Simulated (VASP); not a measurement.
Data:

```yaml
crystal:
  lattice:
    - [0.00000, 3.09398, 3.09398]
    - [3.09398, 0.00000, 3.09398]
    - [3.09398, 3.09398, 0.00000]
  atoms:
    - { symbol: Cd, position: [0.00000, 0.00000, 0.00000] }
    - { symbol: Se, position: [0.25000, 0.25000, 0.25000] }
```

Calculation: MS2 meta-GGA, VASP's PBE PAW potentials (set 64) (plane waves; VASP 6.6.1). Settings: 520 eV cut-off, 8×8×8 Γ-centred mesh, Gaussian smearing of 0.050 eV, potentials Cd Se.

Problem. Estimate the energy per atom (σ→0), pressure, band gap (on the k-mesh) with the smallest direct gap where there is one.

Solution. 
* **band gap (on the k-mesh)**: 0.86 eV
* **smallest direct gap (on the k-mesh)**: 0.86 eV
* **energy per atom (σ→0)**: -1708 meV/atom
* **pressure**: -1.38 GPa

The compound is CdSe in the zinc blende structure, whereas wurtzite is the usual form. This cell is one point of a volume scan, at 1.03 of the reference volume.
